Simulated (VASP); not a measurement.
Input:

```
CELL_PARAMETERS angstrom
      0.00000     2.56554     2.56554
      2.56554     0.00000     2.56554
      2.56554     2.56554     0.00000
ATOMIC_POSITIONS crystal
  Zr 0.00000 0.00000 0.00000
  O  0.25000 0.25000 0.25000
  O  0.75000 0.75000 0.75000
```

Level of theory: LDA (Ceperley-Alder, Perdew-Zunger), VASP's LDA PAW potentials (set 64) (plane waves; VASP). Settings: 520 eV cut-off, 8×8×8 Γ-centred mesh, Gaussian smearing of 0.050 eV, potentials Zr_sv O.

Give the stress tensor in GPa (positive for a compressed cell).

```
-14.03    0.00    0.00
  0.00  -14.03    0.00
  0.00    0.00  -14.03
```
The pressure is its mean diagonal, -14.03 GPa.

The compound is ZrO2 in the fluorite structure, the high-temperature cubic form, which is unstable at 0 K; the monoclinic form is the stable one. This cell is one point of a volume scan, at 1.06 of the reference volume.
